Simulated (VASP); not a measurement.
Consider the following.

```xyz
2
Lattice="3.9573 -2.1550 0.0000 3.9573 2.1550 0.0000 2.7838 0.0000 3.5433" Properties=species:S:1:pos:R:3 pbc="T T T"
Sb     2.4981     0.0000     0.8274
Sb     8.2004     0.0000     2.7159
```

Level of theory: PW91 GGA, VASP's PBE PAW potentials (set 64) (plane waves; VASP). Numerical set-up: 400 eV cut-off, 9×9×9 Γ-centred mesh, first-order Methfessel-Paxton smearing of 0.10 eV, potentials Sb.

Question: Which forces act on the atoms, in eV/Å?

Answer: 
```tsv
atom	Fx	Fy	Fz
Sb1	0.214	0.000	0.071
Sb2	-0.214	0.000	-0.071
```

Question: Give the stress tensor in GPa (positive for a compressed cell).

Answer: 
```
 2.68   0.00  -0.16
 0.00   3.18   0.00
-0.16   0.00   3.12
```
The pressure is its mean diagonal, 2.99 GPa.

The compound is Sb in the a7 structure. The cell was not relaxed at this level. The run is one of a series of settings (GGA = 91 against the base run), some of them coarse on purpose.
